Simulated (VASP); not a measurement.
Input:

```xyz
4
Lattice="3.8410 0.0000 0.0000 0.0000 3.8410 0.0000 0.0000 0.0000 4.7215" Properties=species:S:1:pos:R:3 pbc="T T T"
Sn     1.9205     0.0000     3.5624
Sn     0.0000     1.9205     1.1591
O      1.9205     1.9205     0.0000
O      0.0000     0.0000     0.0000
```

Computed with PBE GGA with D4 dispersion, VASP's PBE PAW potentials (set 64) (plane waves; VASP). Run with 520 eV cut-off, 7×7×5 Γ-centred mesh, tetrahedra with Blöchl corrections, potentials Sn_d O.

**Question.** The job: SnO (litharge), 4 atoms, PBE-D4, static run, 520 eV, 7×7×5 Γ-centred mesh. Roughly how much core time does it take on a busy server core?

**Answer.** About 30 core-seconds (one run on a shared machine, a rough figure). It had 30 irreducible k-points, 24 bands, up to 1891 plane waves and 17 electronic steps.

The compound is SnO in the litharge structure. It was relaxed first.
